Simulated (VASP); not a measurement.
# A VASP study of SiSnGe (optB86b-vdW): structure first, properties next, part 2 of 2

What structure does SiSnGe take at this level, and what are its properties? The cell is invented: it takes the structure of a Materials Project entry for SrSiGe (space group 187 there), with some of its atoms replaced by other elements, volume scaled by an estimate. It may not be a known or stable phase.

VASP 6.6.1, plane waves and PAW; the level of theory is named at each step.

Still holding for the runs below: The k-mesh is coarse for a metal.

So far. Step 7 (Density of states (optB86b-vdW)): The finer mesh and the other smearing move the Fermi level by +0.08 eV from the 6×6×7 run, one measure of the sampling error in the zero of the bands above. Of the states within 0.3 eV of the Fermi level, the largest shares in the PAW spheres are Sn p 13 %, Ge p 13 % and Si p 10 %. The rest lies in smaller channels or between the spheres. The relaxed cell has a = 4.595, c = 3.414 Å (conventional setting).

The structure was built from a prototype and need not be the compound's stable phase.

### Step 9. Band structure (optB86b-vdW + SOC)

This step: optB86b-vdW, spin-orbit coupling; plane waves and PAW (Sn_d, Ge_d, Si); invented cell (VASP 6.6.1).

Levels along the symmetry lines show where the bands peak and cross; KPOINTS_OPT computes them in the converged potential. Spin-orbit coupling needs spinors and the noncollinear program, where each band holds one electron.

The input, INCAR:

```
SYSTEM = SiSnGe
PREC = Accurate
ENCUT = 410
EDIFF = 1E-06
NELM = 100
ISMEAR = 0
SIGMA = 0.05
LREAL = .FALSE.
ALGO = Normal
GGA = MK
AGGAC = 0
LUSE_VDW = .TRUE.
PARAM1 = 0.1234
PARAM2 = 1
LASPH = .TRUE.
LNONCOLLINEAR = .TRUE.
MAGMOM = 0 0 0 0 0 0 0 0 0
NBANDS = 44
GGA_COMPAT = .FALSE.
LSORBIT = .TRUE.
LORBIT = 11
LWAVE = .FALSE.
LCHARG = .FALSE.
```

The input, POSCAR:

```
SiSnGe
1.0
    4.5946423539      0.0000000000      0.0000000000
   -2.2973211770      3.9790770359      0.0000000000
    0.0000000000      0.0000000000      3.4139887757
Sn Ge Si
1 1 1
Direct
    0.6666666700      0.3333333300      0.0000000000
    0.0000000000      0.0000000000      0.5000000000
    0.3333333300      0.6666666700      0.5000000000
```

The input, KPOINTS:

```
Automatic mesh
0
Gamma
5 5 5
0 0 0
```

The input, KPOINTS_OPT:

```
Line mode
16
Line-mode
Reciprocal
  0.00000000   0.00000000   0.00000000 GAMMA
  0.50000000   0.00000000   0.00000000 M

  0.50000000   0.00000000   0.00000000 M
  0.33333333   0.33333333   0.00000000 K

  0.33333333   0.33333333   0.00000000 K
  0.00000000   0.00000000   0.00000000 GAMMA

  0.00000000   0.00000000   0.00000000 GAMMA
  0.00000000   0.00000000   0.50000000 A

  0.00000000   0.00000000   0.50000000 A
  0.50000000   0.00000000   0.50000000 L

  0.50000000   0.00000000   0.50000000 L
  0.33333333   0.33333333   0.50000000 H

  0.33333333   0.33333333   0.50000000 H
  0.00000000   0.00000000   0.50000000 A

  0.50000000   0.00000000   0.50000000 L
  0.50000000   0.00000000   0.00000000 M

  0.33333333   0.33333333   0.00000000 K
  0.33333333   0.33333333   0.50000000 H
```

The projector-augmented-wave data sets are Sn_d, Ge_d and Si (PBE family, release 64).

Launch:

```bash
> mpirun -np 1 vasp_ncl
```

Run time: 6.7 min. Hardware: 1 MPI rank of AMD EPYC 7R43, shared host; peak memory 0.44 GiB.

This step gave:

* SCF cycles: 12
* bands: 44
* irreducible k-points: 21
* free energy (TOTEN): -5.049 eV
* energy at zero smearing: -5.048 eV
* Fermi energy: 7.720 eV
* pressure: 0.1914 GPa

On-site spin-orbit energy by atom:

```csv
atom,on-site spin-orbit energy (eV)
Sn1,-0.105
Ge2,-0.019
Si3,-0.001
```

Electronic bands along the path, in eV, zero at the Fermi level; # counts the bands kept in this run:

```csv
point,#9,#10,#11,#12,#13,#14,#15,#16
Γ,-2.65,-2.65,-2.19,-2.19,-1.96,-1.96,-0.12,-0.12
0.47 of the way,-0.98,-0.98,0.26,0.26,0.44,0.44,1.54,1.54
M,2.03,2.03,2.31,2.31,2.41,2.41,3.09,3.09
0.47 of the way,1.34,1.35,2.05,2.05,2.18,2.20,2.56,2.57
K,0.04,0.18,0.48,0.56,2.61,2.62,2.75,2.75
0.47 of the way,-1.91,-1.89,0.78,0.78,2.18,2.19,2.54,2.55
Γ,-2.65,-2.65,-2.19,-2.19,-1.96,-1.96,-0.12,-0.12
0.47 of the way,-2.26,-2.25,-1.58,-1.58,-1.34,-1.34,-1.19,-1.19
A,-1.62,-1.62,0.25,0.25,0.53,0.53,0.92,0.92
0.53 of the way,-2.35,-2.35,-2.02,-2.02,-0.25,-0.25,0.44,0.44
L,-2.72,-2.72,-2.69,-2.69,-0.74,-0.74,0.00,0.00
0.47 of the way,-4.47,-4.43,-2.36,-2.36,-0.52,-0.51,1.93,1.94
H,-3.97,-3.87,-3.86,-3.77,1.84,1.87,2.39,2.41
0.47 of the way,-2.88,-2.88,-1.72,-1.72,-0.04,-0.04,0.59,0.64
A,-1.62,-1.62,0.25,0.25,0.53,0.53,0.92,0.92
jump to L,-2.72,-2.72,-2.69,-2.69,-0.74,-0.74,0.00,0.00
0.47 of the way,-2.40,-2.40,-1.90,-1.89,1.65,1.66,2.17,2.17
M,2.03,2.03,2.31,2.31,2.41,2.41,3.09,3.09
jump to K,0.04,0.18,0.48,0.56,2.61,2.62,2.75,2.75
0.47 of the way,-1.30,-1.19,-1.11,-1.03,1.00,1.04,1.26,1.29
H,-3.97,-3.87,-3.86,-3.77,1.84,1.87,2.39,2.41
```

Of the projections kept (Sn, Ge, Si), the largest for each band there, as a share of the weight inside these atoms' spheres; weight between the spheres isn't counted:

```csv
point,#9,#10,#11,#12,#13,#14,#15,#16
Γ,Ge 0.59,Ge 0.59,Sn 0.68,Sn 0.68,Sn 0.67,Sn 0.67,Ge 0.38,Ge 0.38
M,Ge 0.49,Ge 0.49,Sn 0.35,Sn 0.35,Sn 0.42,Sn 0.42,Sn 0.57,Sn 0.57
K,Sn 0.42,Sn 0.39,Sn 0.38,Ge 0.38,Si 0.91,Si 0.91,Ge 0.95,Ge 0.94
Γ,Ge 0.59,Ge 0.59,Sn 0.68,Sn 0.68,Sn 0.67,Sn 0.67,Ge 0.38,Ge 0.38
A,Ge 0.60,Ge 0.60,Sn 0.77,Sn 0.77,Sn 0.65,Sn 0.65,Ge 0.65,Ge 0.65
L,Ge 0.52,Ge 0.52,Sn 0.41,Sn 0.41,Ge 0.39,Ge 0.39,Sn 0.92,Sn 0.92
```

There is no gap at this level.

Of the bands kept, 8 cross the Fermi level on this path (spinor bands, one electron each).

### Step 10. Total and projected DOS (optB86b-vdW) with a changed input

This step: optB86b-vdW; plane waves and PAW (Sn_d, Ge_d, Si); invented cell (VASP 6.6.1).

Here the states are counted by energy and projected on the atoms. The mesh is finer than in the run before. Some settings are moved from the usual, to see what they do.

The input, INCAR:

```
SYSTEM = SiSnGe
PREC = Single
ENCUT = 410
EDIFF = 1E-06
NELM = 100
ISMEAR = -5
SIGMA = 0.05
LREAL = Auto
ALGO = Normal
GGA = MK
AGGAC = 0
LUSE_VDW = .TRUE.
PARAM1 = 0.1234
PARAM2 = 1
LASPH = .TRUE.
NBANDS = 29
LORBIT = 11
LWAVE = .FALSE.
LCHARG = .FALSE.
NEDOS = 2001
```

POSCAR is that of step 9.

The input, KPOINTS:

```
Automatic mesh
0
Gamma
8 8 10
0 0 0
```

Launch:

```bash
> mpirun -np 1 vasp_std
```

It took 98 s on 1 MPI rank; peak memory 0.21 GiB.

The run converged, and its energy and pressure stay near those of the sound run.

Against the sound run on this cell (density of states (optB86b-vdW)) the energy at zero smearing moves by -1.1 meV an atom and the pressure by +0.04 GPa.

Settings moved from the usual: PREC = Single and LREAL = Auto.

PREC = Single changes the FFT grids.

### Step 11. Self-consistent run (optB86b-vdW) with a changed input

This run is made with a changed input; what comes of it follows.

The input, INCAR:

```
SYSTEM = SiSnGe
PREC = Accurate
ENCUT = 410
EDIFF = 1E-06
NELM = 51
ISMEAR = -5
SIGMA = 0.05
LREAL = .FALSE.
ALGO = Normal
GGA = MK
AGGAC = 0
LUSE_VDW = .TRUE.
PARAM1 = 0.1234
PARAM2 = 1
LASPH = .TRUE.
NBANDS = 22
LORBIT = 11
LWAVE = .FALSE.
LCHARG = .FALSE.
ISIF = 2
```

POSCAR is that of step 10.

The input, KPOINTS:

```
Automatic mesh
0
Gamma
2 1 1
0 0 0
```

Launch:

```bash
> mpirun -np 1 vasp_std
```

It took 0.8 s on 1 MPI rank.

The input was rejected at the start.

VASP's message: “IBZKPT: tetrahedron method fails for NKPT<4. NKPT = 2”. No number of this run is used.

The fault in the input: tetrahedra on too few k points (ISMEAR = -5 and k-mesh = [2, 1, 1]). Use more k-points.

### Step 12. Summary of results

```json
{
 "relaxed volume": "20.81 Å³/atom",
 "relaxed conventional cell a, b, c": "4.595, 4.595, 3.414 Å; angles 90.0, 90.0, 120.0°",
 "space group after relaxing, within 0.02 Å": "P-6m2 (No. 187)",
 "band gap": "none, a metal",
 "DOS at the Fermi level": "1.64 states/eV/cell",
 "highest zone-centre mode": "213 cm⁻¹",
 "band gap (optB86b-vdW + SOC)": "none, a metal"
}
```

**Reading.** With optB86b-vdW, SiSnGe relaxes to 20.81 Å³/atom in space group P-6m2 (held by the symmetry of the run) and comes out as a metal. Bands along the symmetry lines (optB86b-vdW): Of the bands kept, 4 cross the Fermi level on this path. Zone-centre phonons (optB86b-vdW): The highest mode in this list at Γ, 213.2 cm⁻¹, is mostly motion of Si (73 % of the kinetic energy). Band structure (optB86b-vdW + SOC): Of the bands kept, 8 cross the Fermi level on this path (spinor bands, one electron each). The k-sampling is coarse for a metal, so the Fermi level, pressures and the shape of the cell carry errors. Modes at Γ alone can't show that the crystal is stable at other wave vectors. No search among competing phases was made. All values are for a static lattice at zero temperature.

[Lines on the potential files, build, host, timing and source positions are cut from VASP's logs without a mark.]

[Logs are printed without paths, hosts, clocks, repeated set-up lines and the standing remarks that a program may print on its own settings, such as how far it seeks lower states.]

[Hosts, paths, dates, database ids (printed as entryN), source tags and the programs' standing remarks are cut or masked in the printed files.]

[A measured line is paired with the nearest computed mode of its activity, which favours agreement.]

[In band tables of VASP the shares of atoms and orbitals are scaled to a sum of 1 inside the atoms' spheres.]
